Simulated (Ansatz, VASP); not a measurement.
## Cross-check of Si between VASP and Ansatz

One calculation is typed for both programs; each brings its own data sets. How far apart do they land? The cell is taken from a series of runs on this material, whose earlier steps may have relaxed, scaled, displaced or heated it; both programs get it as it stands.

Program: Ansatz 0.2.0. Level of theory: plane waves, with VASP 6.6.1 beside it; single point at HSE06. Results are calculated unless marked as measured.

## (1) Set-up

Symmetry: Fd-3m, No. 227, cubic system. The conventional cell has a = 5.469 Å, b = 5.469 Å, c = 5.469 Å, α = 90.00°, β = 90.00°, γ = 90.00°. Nearest to Si lie 4 Si at 2.37 Å.

## (2) Ansatz: single point, HSE06

Ansatz runs on its PAW soft_1 files.

A single point gives forces, pressure and levels at one fixed geometry, so differences don't come from the geometry; what else differs is listed under the comparison.

Input file input.yaml:

```yaml
crystal:
  lattice:
    - [0.0, 2.7347024008, 2.7347024008]
    - [2.7347024008, 0.0, 2.7347024008]
    - [2.7347024008, 2.7347024008, 0.0]
  atoms:
    - { symbol: Si, position: [0.5, 0.5, 0.5] }
    - { symbol: Si, position: [0.75, 0.75, 0.75] }
kpoints:
  mp_grid: { grid: [6, 6, 6] }
scf:
  occupations: { method: fermi_dirac, width: 0.02 }
hamiltonian:
  xc: hse06
  pseudopotentials: { kind: paw, azcp: { folder: soft_1 } }
basis:
  ecutwfc: 600
output:
  forces: true
  stress: true
  write_density: true
  write_potential: true
  elf: true
  volumetric_format: npy
```

The run is started by

```console
> ansatz run input.yaml --threads 8 --pin off --max-ram 18432MiB --backend cpu --events-out ev --progress --plain --runs-dir out
```

Numbers of over 12 decimals in the logs are rounded to 6 here.

Log:

```text
Warning: output.stress: scf.convergence.dr2_threshold = 1e-7 eV (the SCF's general default) is looser than the 2e-10 eV advised for a printed stress (1e-10 eV for each atom of the cell: 2). What an SCF threshold leaves in a stress goes as its square root, and in the free energy as the threshold itself, and one threshold admits the most on a small cell: [figures from the program's tests cut] Set scf.convergence.dr2_threshold to 2e-10 eV or tighter. The threshold is an SCF's pass mark: one that does not reach it within its budget of iterations ends unconverged, or closes short of it on a stop that the run arms, and scf.convergence.dr2_threshold's page says what that costs each kind of run
Warning: output.stress: scf.exx.energy_threshold = 1e-6 eV is looser than the 2e-8 eV advised for a stress under a hybrid functional (1e-8 eV for each atom of the cell: 2). Every SCF of the exchange loop can meet its threshold on dr2 while the loop round them stops early: no threshold on dr2 bounds what that leaves in the stress. Set scf.exx.energy_threshold to 2e-8 eV or tighter. The threshold is the loop's pass mark: a loop that does not reach it within its budget of cycles ends unconverged, and scf.exx.energy_threshold's page has the law
Engine: ansatz 0.2.0, aarch64-unknown-linux-gnu
Pseudopotentials: kind: paw
Pseudopotential: Si, paw, valence charge 4, recommended cutoff 420 eV (normal), soft_1/Si.paw.azcp
Functional definition: HSE06
  parameter a = 0.25
  parameter omega = 0.11/bohr
  exchange = pbe_x - a*pbe_x_sr(omega) + a*exact_x_sr(omega)
  correlation = pbe_c
Crystal: 2 atoms, lattice volume = 40.903 Å³
Basis set: ecut = 600 eV, 1363 PW (Γ), exchange–correlation on 64×64×64 points (8 copies of the dense FFT grid, shifted against one another)
Bands: 8, of which v1, the nominal top of the filled ones, is band 4 counted from 1 (3 counted from 0)
Symmetry: 48 space group operations
Space group: Fd-3m (ITA 227), of the structure as read, at distance tolerance 3.4e-5 Å
k-points: 16 of 216
Non-local potential: Si, projectors of the file, l = 0: 2, l = 1: 2, l = 2: 1
PAW form: soft (Blöchl's): semilocal exchange-correlation on the pseudo side does not see the compensation charge
PAW frozen core: Si, regenerated for the run's functional, and the local potential with it (the file was generated under x = pbe(κ = 0.804, μ = 0.219515), c = pbe(β = 0.066725))
PAW one-centre angular grid: Si, 110 points (default); XC on 64 Gauss nodes
Initial density: superposition of atomic densities (chi_scale 0.1, normalization cell)
Initial wavefunctions: pseudopotential atomic-orbital guess
Functional: x = pbe(κ = 0.804, μ = 0.219515), c = pbe(β = 0.066725), warm-up for x = pbe(κ = 0.804, μ = 0.219515) + 0.25 (exact − pbe) at short range (hse, ω = 0.207870 Å⁻¹), c = pbe(β = 0.066725); HSE06 as pw.x's `hse` composes it (authors' and Libxc's form: `xc: wpbeh`)
SCF iter   1: F=—  HF=-1271.758597 eV  |F-HF|=—  |Δ(HF+E_count)|=         —  Δρ=4.57e-2  dr2=7.70e-1  ethr=1.00e-1  ⟨swp⟩=4.9  Hψ=459  notcnv=0
preconditioner: auto → none  [insulator: Δε(μ)=1.025 eV  Ē_g=9.497 eV  σ=0.020 eV  W_gap=1.00  n_scr=8 (ndim 8)  ℏωp=16.4 eV  f_vac=0.000  D(μ)=0.00/eV (n_scr^D=0)]
SCF iter   2: F=—  HF=-1271.614917 eV  |F-HF|=—  |Δ(HF+E_count)|=   1.44e-1  Δρ=2.04e-2  dr2=1.35e-1  ethr=9.62e-3  ⟨swp⟩=2.5  Hψ=267  notcnv=0  defer=1
iter 3 solved again at ethr=4.74e-6 eV; its pass at ethr=1.69e-3 eV (dr2=3.80e-4 eV) is discarded
SCF iter   3: F=—  HF=-1271.594907 eV  |F-HF|=—  |Δ(HF+E_count)|=   2.00e-2  Δρ=1.26e-3  dr2=3.70e-4  ethr=4.74e-6  ⟨swp⟩=4.5  Hψ=734  notcnv=0  defer=2
SCF iter   4: F=-1271.595171 eV  HF=-1271.595160 eV  |F-HF|=1.10e-5  |Δ(HF+E_count)|=   2.53e-4  Δρ=1.80e-4  dr2=6.83e-6  ethr=4.63e-6  ⟨swp⟩=2.1  Hψ=231  notcnv=0  defer=1
SCF 1 stopped early in 4 iterations: F = -1271.595171 eV  dr2 = 6.83e-6
  greatest PAW one-centre occupation: 0.622 electrons in one spin orbital (limit 2), on the Si atom at site 1 (counted from 0), in its partial waves of l = 0
Initial density: handed on by an earlier stage of this run
Initial wavefunctions: those handed on with the density
Functional: x = pbe(κ = 0.804, μ = 0.219515) + 0.25 (exact − pbe) at short range (hse, ω = 0.207870 Å⁻¹), c = pbe(β = 0.066725); HSE06 as pw.x's `hse` composes it (authors' and Libxc's form: `xc: wpbeh`)
Exchange kernel: α = 0.2500, screened, ω = 0.2079 Å⁻¹, Wigner–Seitz truncation, v(0) = 1046.4510 eV·Å³, q-mesh 6×6×6, nearest image of the exchange supercell L = 23.20 Å, pair-density grid 20×20×20, without the augmentation charges, whose exchange is taken in its separable form by FFT convolution over the k-point mesh (sized by the pseudopotential files, 27×27×27 at the most), smooth part of the exact exchange by density-matrix convolution
Frozen-core exchange: fock
SCF iter   1: F=—  HF=-1272.568135 eV  |F-HF|=—  |Δ(HF+E_count)|=         —  Δρ=3.31e-3  dr2=3.43e-3  ethr=8.53e-7  ⟨swp⟩=7.5  Hψ=709  notcnv=0
preconditioner: auto → none  [insulator: Δε(μ)=1.274 eV  Ē_g=10.736 eV  σ=0.020 eV  W_gap=1.00  n_scr=8 (ndim 8)  ℏωp=16.4 eV  f_vac=0.000  D(μ)=0.00/eV (n_scr^D=0)]
SCF iter   2: F=—  HF=-1272.566449 eV  |F-HF|=—  |Δ(HF+E_count)|=   1.69e-3  Δρ=7.28e-4  dr2=3.66e-4  ethr=8.53e-7  ⟨swp⟩=4.0  Hψ=362  notcnv=0
SCF iter   3: F=—  HF=-1272.569121 eV  |F-HF|=—  |Δ(HF+E_count)|=   2.67e-3  Δρ=4.25e-4  dr2=5.19e-5  ethr=8.53e-7  ⟨swp⟩=4.3  Hψ=367  notcnv=0
SCF iter   4: F=—  HF=-1272.569103 eV  |F-HF|=—  |Δ(HF+E_count)|=   1.84e-5  Δρ=3.75e-5  dr2=6.35e-6  ethr=5.74e-7  ⟨swp⟩=2.0  Hψ=194  notcnv=0
SCF iter   5: F=-1272.569152 eV  HF=-1272.569153 eV  |F-HF|=5.49e-7  |Δ(HF+E_count)|=   4.99e-5  Δρ=6.09e-5  dr2=1.26e-6  ethr=4.07e-9  ⟨swp⟩=4.9  Hψ=417  notcnv=0
SCF 2 stopped early in 5 iterations: F = -1272.569152 eV  dr2 = 1.26e-6
  greatest PAW one-centre occupation: 0.625 electrons in one spin orbital (limit 2), on the Si atom at site 1 (counted from 0), in its partial waves of l = 0
hybrid outer 1: dexx = +3.142e-3 eV, tail = 3.65e-6 eV
Exchange kernel: α = 0.2500, screened, ω = 0.2079 Å⁻¹, Wigner–Seitz truncation, v(0) = 1046.4510 eV·Å³, q-mesh 6×6×6, nearest image of the exchange supercell L = 23.20 Å, pair-density grid 20×20×20, without the augmentation charges, whose exchange is taken in its separable form by FFT convolution over the k-point mesh (sized by the pseudopotential files, 27×27×27 at the most), smooth part of the exact exchange by density-matrix convolution
Frozen-core exchange: fock
SCF iter   1: F=—  HF=-1272.569142 eV  |F-HF|=—  |Δ(HF+E_count)|=         —  Δρ=7.66e-6  dr2=1.61e-8  ethr=2.28e-7  ⟨swp⟩=3.9  Hψ=311  notcnv=0
preconditioner: auto → none  [insulator: Δε(μ)=1.322 eV  Ē_g=10.748 eV  σ=0.020 eV  W_gap=1.00  n_scr=8 (ndim 8)  ℏωp=16.4 eV  f_vac=0.000  D(μ)=0.00/eV (n_scr^D=0)]
SCF iter   2: F=-1272.569142 eV  HF=-1272.569142 eV  |F-HF|=8.27e-10  |Δ(HF+E_count)|=   4.58e-8  Δρ=3.60e-6  dr2=2.45e-9  ethr=1.91e-10  ⟨swp⟩=4.0  Hψ=317  notcnv=0
SCF 3 converged in 2 iterations: F = -1272.569142 eV  dr2 = 2.45e-9
  Residual-converged pass: ⟨swp⟩=3.0  Hψ=245  notcnv=0  max |occ|·‖R‖ = 2.3e-6 eV (tolerance 2.4e-6 eV)  dr2=2.44e-9  dr2_onsite=2.88e-10  max |Δocc| = 1.5e-24
hybrid outer 2: dexx = +1.027e-8 eV, tail = 5.57e-9 eV, Δε = 8.34e-4 eV (about 6.71e-5 eV left of the loop's levels)
hybrid SCF converged: 2 outer / 7 inner (+4 warm-up), last move |dexx| = 1.03e-8 eV, tail = 5.57e-9 eV
Stability not checked: this state was not tested for a lower state beside it, because the functional holds exact exchange (a hybrid, or Hartree-Fock), whose exchange loop this test does not read (fock_operator; see scf.lower_state_search)
Free energy (F): -1272.569142 eV
Frozen-core exchange: fock
Harris-Foulkes:  -1272.569142 eV  (|F-HF|=8.27e-10)
Internal energy: -1272.569142 eV  (E = F + TS)
E sigma→0 (E₀):  -1272.569142 eV
Fermi energy:    6.312841 eV
--- Per-component energies (eV) ---
  E_band       = 1.192266
  E_kinetic    = 80.843736
  E_local      = -49.636390  (includes V_loc(G=0)·N_el)
  E_nonlocal   = 44.397763
  E_hartree    = 15.227951
  E_xc         = -91.725615
  E_vxc        = -77.639581  (∫ρ·V_xc dr)
  E_exx        = -11.112342  (= α·E_x^exact, valence–valence)
  E_paw        = -1033.531446  (= ΣΔE_a)
  E_vpaw       = -5.004560  (= ΣTr[D̂ρ^β])
  E_aug_tail   = 0.000017  (compensation charges beyond the density's cutoff)
  E_ewald      = -226.914584
  E_core_change = -0.118233  (= ΣΔE_core)
  E_smearing   = -0.000000  (= −TS)
  E_closure    = -0.000000  (closes the sum)
  Σ components = -1272.569142   (vs F -1272.569142, Δ=-2.27e-13)
--- Forces (eV/Å), atoms counted from 1 ---
  atom   1  Si     0.00000000     0.00000000    -0.00000000
  atom   2  Si     0.00000000     0.00000000    -0.00000000
  max |Σ_I F_I| component: 1.30e-16 eV/Å
--- Stress (GPa, compression-positive) ---
       -1.518337      -0.000000       0.000000
        0.000000      -1.518337       0.000000
       -0.000000      -0.000000      -1.518337
  P = ⅓ Tr σ = -1.5183 GPa (-15.183 kbar)
--- Band table (eV; the first three rows and the last of 16) ---
  k-point 0: bands = ["-7.4677", "5.6643", "5.6643", "5.6643", "8.9685", "8.9685"]
  k-point 1: bands = ["-7.0746", "3.1234", "5.1994", "5.1994", "8.6929", "9.6439"]
  k-point 2: bands = ["-5.9682", "-0.1419", "4.5959", "4.5959", "8.0571", "9.9704"]
  k-point 15: bands = ["-2.8032", "-2.8032", "1.7811", "1.7811", "9.1141", "9.1141"]
  guard bands above this table: 2 of the run's 8 bands. The solve was not asked for them (output.publish_guard_bands: true or output.eigenvalues: true publishes all)
```

In the SCF lines HF is the Harris–Foulkes energy and dr2 the Hartree energy of the density residual, in eV; the loop may stop once dr2 is under the threshold and the program's other checks hold. Hψ counts applications of the Hamiltonian.

The run ends at a pressure of -1.52 GPa.

## (3) VASP: single point, HSE06

The same cell, functional, mesh and smearing now go to VASP, with its own data sets.

Lines of VASP's logs that name or quote its potential files are left out, and so is its time.

The run reads the wave functions of an earlier VASP run, which isn't shown here.

Input file INCAR:

```
SYSTEM = Si
PREC = Accurate
ENCUT = 400
EDIFF = 1E-06
NELM = 100
ISMEAR = -1
SIGMA = 0.02
LREAL = .FALSE.
ALGO = Normal
LHFCALC = .TRUE.
AEXX = 0.25
GGA = PE
HFSCREEN = 0.208
LASPH = .TRUE.
NBANDS = 10
PRECFOCK = Fast
LORBIT = 11
LWAVE = .FALSE.
LCHARG = .FALSE.
KPAR = 8
ISIF = 2
```

Input file POSCAR:

```
Si
1.0
    0.0000000000      2.7347024008      2.7347024008
    2.7347024008      0.0000000000      2.7347024008
    2.7347024008      2.7347024008      0.0000000000
Si
2
Direct
    0.5000000000      0.5000000000      0.5000000000
    0.7500000000      0.7500000000      0.7500000000
```

Input file KPOINTS:

```
Automatic mesh
0
Gamma
6 6 6
0 0 0
```

Potentials, in the order of the species: Si (PBE family, release 64).

The run is started by

```console
> mpirun -np 8 vasp_std
```

Log:

```text
[banner, memory and clock lines left out]
running    8 mpi-ranks, on    1 nodes
 distrk:  each k-point on    1 cores,    8 groups
 distr:  one band on    1 cores,    1 groups

 POSCAR found type information on POSCAR Si
 POSCAR found :  1 types and       2 ions
|                                                                             |
|           W    W    AA    RRRRR   N    N  II  N    N   GGGG   !!!           |
|           W    W   A  A   R    R  NN   N  II  NN   N  G    G  !!!           |
|           W    W  A    A  R    R  N N  N  II  N N  N  G       !!!           |
|           W WW W  AAAAAA  RRRRR   N  N N  II  N  N N  G  GGG   !            |
|           WW  WW  A    A  R   R   N   NN  II  N   NN  G    G                |
|           W    W  A    A  R    R  N    N  II  N    N   GGGG   !!!           |
|                                                                             |
|     For optimal performance we recommend to set                             |
|       NCORE = 2 up to number-of-cores-per-socket                            |
|     NCORE specifies how many cores store one orbital (NPAR=cpu/NCORE).      |
|     This setting can greatly improve the performance of VASP for DFT.       |
|     The default, NCORE=1 might be grossly inefficient on modern             |
|     multi-core architectures or massively parallel machines. Do your        |
|     Unfortunately you need to use the default for GW and RPA                |
|     calculations (for HF NCORE is supported but not extensively tested      |
|     yet).                                                                   |
|                                                                             |

 LDA part: xc-table for (Slater+PW92), standard interpolation
 found WAVECAR, reading the header
 POSCAR, INCAR and KPOINTS ok, starting setup
 FFT: planning ... GRIDC
 FFT: planning ... GRID_SOFT
 FFT: planning ... GRID
 reading WAVECAR
 the WAVECAR file was read successfully
 initial charge from wavefunction
 entering main loop
       N       E                     dE             d eps       ncg     rms          rms(c)
DAV:   1    -0.125265971558E+02   -0.12527E+02   -0.39829E-01   330   0.403E+00    0.345E+00
DAV:   2    -0.125289103764E+02   -0.23132E-02   -0.67509E-03   372   0.631E-01    0.223E+00
DAV:   3    -0.125284127756E+02    0.49760E-03   -0.26952E-04   348   0.106E-01    0.131E+00
DAV:   4    -0.125282188408E+02    0.19393E-03   -0.47500E-05   352   0.421E-02    0.754E-01
DAV:   5    -0.125281497885E+02    0.69052E-04   -0.19079E-05   346   0.264E-02    0.429E-01
DAV:   6    -0.125281287309E+02    0.21058E-04   -0.61527E-06   346   0.148E-02    0.245E-01
DAV:   7    -0.125281206312E+02    0.80996E-05   -0.25530E-06   306   0.965E-03    0.138E-01
DAV:   8    -0.125281187083E+02    0.19230E-05   -0.64066E-07   160   0.487E-03    0.802E-02
DAV:   9    -0.125281180160E+02    0.69225E-06   -0.33356E-07   160   0.362E-03
   1 F= -.12528118E+02 E0= -.12528118E+02  d E =-.923458E-11
```

OUTCAR, selected parts (step 3):

```text
ion  position               nearest neighbor table
   1  0.500  0.500  0.500-   2 2.37   2 2.37   2 2.37   2 2.37
   2  0.750  0.750  0.750-   1 2.37   1 2.37   1 2.37   1 2.37

  LATTYP: Found a face centered cubic cell.
 ALAT       =     5.4694048016

 Subroutine GETGRP returns: Found 48 space group operations
 (whereof 24 operations were pure point group operations)

The static configuration has the point symmetry T_d .
 The point group associated with its full space group is O_h .

 Found     16 irreducible k-points:

   k-points           NKPTS =     16   k-points in BZ     NKDIM =    216   number of bands    NBANDS=     10

   dimension x,y,z NGX =    28 NGY =   28 NGZ =   28
   dimension x,y,z NGXF=    56 NGYF=   56 NGZF=   56

   ENCUT  =  400.0 eV  29.40 Ry    5.42 a.u.   6.31  6.31  6.31*2*pi/ulx,y,z

   NELECT =       8.0000    total number of electrons

 k-points in reciprocal lattice and weights: Automatic mesh
   0.00000000  0.00000000  0.00000000       0.005
   0.16666667  0.00000000  0.00000000       0.037
   0.33333333  0.00000000  0.00000000       0.037
   0.50000000  0.00000000  0.00000000       0.019
   0.16666667  0.16666667  0.00000000       0.028
   0.33333333  0.16666667  0.00000000       0.111
   0.50000000  0.16666667  0.00000000       0.111
  -0.33333333  0.16666667  0.00000000       0.111
  -0.16666667  0.16666667  0.00000000       0.056
[...]
-0.33333333  0.33333333  0.16666667       0.111
  -0.33333333  0.50000000  0.16666667       0.056

  exchange ACFDT corr.  =         0.00000000  see jH, gK, PRB 81, 115126

 average (electrostatic) potential at core
       1 -79.7792       2 -79.7792

 E-fermi :   5.6828

 k-point     1 :       0.0000    0.0000    0.0000
  band No.  band energies     occupation
      1      -7.8676      2.00000
      2       5.2627      2.00000
      3       5.2627      2.00000
      4       5.2627      2.00000
      5       8.5773      0.00000
      6       8.5773      0.00000
      7       8.5773      0.00000
      8       9.3234      0.00000
      9      14.0322      0.00000
    ...

 k-point     2 :       0.1667    0.0000    0.0000
  band No.  band energies     occupation
      1      -7.4743      2.00000
      2       2.7248      2.00000
      3       4.7990      2.00000
      4       4.7990      2.00000
      5       8.3014      0.00000
      6       9.2524      0.00000
      7       9.2524      0.00000
      8      11.5177      0.00000
      9      13.3390      0.00000
    ...

 k-point     3 :       0.3333    0.0000    0.0000
  band No.  band energies     occupation
      1      -6.3679      2.00000
      2      -0.5386      2.00000
      3       4.1965      2.00000
      4       4.1965      2.00000
      5       7.6653      0.00000
      6       9.5801      0.00000
      7       9.5801      0.00000
      8      14.0439      0.00000
      9      14.2834      0.00000
    ...

  Total       -0.4685296     -0.4685296     -0.4685296     -0.0000000     -0.0000000      0.0000000
  in kB      -18.3521694    -18.3521694    -18.3521694     -0.0000000     -0.0000000      0.0000000
  external PRESSURE =     -18.3521694 kB  Pullay stress =       0.0000000 kB

  energy-cutoff  :      400.00
  volume of cell :       40.90
      direct lattice vectors                 reciprocal lattice vectors
     0.000000000  2.734702401  2.734702401    -0.182835251  0.182835251  0.182835251
     2.734702401  0.000000000  2.734702401     0.182835251 -0.182835251  0.182835251
     2.734702401  2.734702401  0.000000000     0.182835251  0.182835251 -0.182835251

 POSITION                                       TOTAL-FORCE (eV/Angst)
 -----------------------------------------------------------------------------------
      2.73470      2.73470      2.73470        -0.000000     -0.000000      0.000000
      4.10205      4.10205      4.10205         0.000000      0.000000     -0.000000
 -----------------------------------------------------------------------------------
    total drift:                                0.000001      0.000000      0.000000

  FREE ENERGIE OF THE ION-ELECTRON SYSTEM (eV)
  ---------------------------------------------------
  free  energy   TOTEN  =       -12.5281180160 eV

  energy  without entropy=      -12.5281180160  energy(sigma->0) =      -12.52811802

 total charge
# of ion       s       p       d       tot
------------------------------------------
    1        0.758   0.950   0.000   1.708
    2        0.758   0.950   0.000   1.708
--------------------------------------------------
tot          1.515   1.901   0.000   3.416

[... 3 further parts left out ...]
```

The run ends at a pressure of -1.84 GPa.

## (4) Comparison

Known differences besides the potentials themselves: exact exchange at q = 0 is treated differently, which shows on coarse meshes; VASP keeps PBE cores, Ansatz makes them for the functional; the cutoff is 600 eV in Ansatz and 400 eV in VASP; VASP takes a coarser grid for exact exchange (PRECFOCK = Fast). Total energies have different zeros and are not compared.

Compared:

| quantity | Ansatz | VASP | difference |
| --- | --- | --- | --- |
| pressure (GPa) | -1.52 | -1.84 | +0.32 |
| gap on the k mesh (eV) | 1.322 | 1.333 | -0.011 |

A gap on the mesh is an upper bound, since the band edges may lie between its points.

## (5) What came out

| Quantity | Value |
| --- | --- |
| difference in gap on the k mesh (single point, HSE06) | -0.011 eV |

In words: The difference in gap on the k mesh is -0.011 eV (single point, HSE06), within the 0.08 eV picked in this series as the mark of a large difference. Such differences can come from data sets, numerical settings and the points named under the comparisons, not from the functional's error against experiment.

[Lines on the potential files, build, host, timing and source positions are cut from VASP's logs without a mark.]

[Logs are printed without paths, hosts, clocks, repeated set-up lines and the standing remarks that a program may print on its own settings, such as how far it seeks lower states.]

[Hosts, paths, dates, database ids (printed as entryN), source tags and the programs' standing remarks are cut or masked in the printed files.]
